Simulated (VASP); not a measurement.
Input:

```yaml
crystal:
  lattice:
    - [4.29765, 0.00000, 0.00000]
    - [-2.14882, 3.72187, 0.00000]
    - [0.00000, 0.00000, 7.00787]
  atoms:
    - { symbol: Cd, position: [0.00000, 0.00000, 0.49023] }
    - { symbol: Cd, position: [0.33333, 0.66667, 0.00964] }
    - { symbol: Se, position: [0.33333, 0.66667, 0.62575] }
    - { symbol: S, position: [0.00000, 0.00000, 0.12238] }
```

The numbers are results of PBE GGA, VASP's PBE PAW potentials (set 64) (plane waves; VASP), not measurements. Run with PREC = Normal, 500 eV cut-off, 4×4×2 Γ-centred mesh, Gaussian smearing of 0.010 eV, potentials Cd_sv_GW Se_GW S_GW.

### Question
Give the stress tensor in GPa (positive for a compressed cell).

### Answer

```
-1.35   0.00   0.00
 0.00  -1.35   0.00
 0.00   0.00  -1.56
```
The pressure is its mean diagonal, -1.42 GPa.

The structure comes from a computed database's Cd2SeS entry (P3m1); how it stands against other phases isn't given here. The cell was not relaxed at this level. The k-mesh is coarse (spacing up to 0.45 per Å, 2π included), so the numbers may not be converged in it.
